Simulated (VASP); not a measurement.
A run of VASP 6.6.1:

File INCAR:

```
SYSTEM = TeW2
PREC = Accurate
ENCUT = 600
EDIFF = 1E-6
ISMEAR = 1
SIGMA = 0.2
LREAL = .False.
LASPH = .True.
NELM = 100
ALGO = Normal
ISIF = 3
LWAVE = .False.
LCHARG = .False.
GGA = PE
IVDW = 13
IBRION = 2
NSW = 60
EDIFFG = -0.02
```

The input KPOINTS:

```
Automatic mesh
0
Gamma
  7 7 7
  0 0 0
```

File POSCAR:

```
TeW2
1.0
    0.0000000000      3.1299451300      3.1299451300
    3.1299451300      0.0000000000      3.1299451300
    3.1299451300      3.1299451300      0.0000000000
Te W
1 2
Direct
    0.0000000000      0.0000000000      0.0000000000
    0.2500000000      0.2500000000      0.2500000000
    0.7500000000      0.7500000000      0.7500000000
```

Potentials or basis: VASP PAW PBE potentials, release 64 (Te, W_sv).

Run with:

```console
$ cat potpaw_PBE.64/Te/POTCAR potpaw_PBE.64/W_sv/POTCAR > POTCAR
$ mpirun -np 1 vasp_std > vasp.out
```

Hardware: 1 thread of Intel(R) Xeon(R) Platinum 8488C (Sapphire Rapids), on a shared host.

Q: Estimate the wall time of this run.

A: It took 84 s on 1 thread of Intel(R) Xeon(R) Platinum 8488C (Sapphire Rapids) (shared host), peak memory 0.22 GiB. Counts: scf iterations 36, k points 20, ion steps 4.
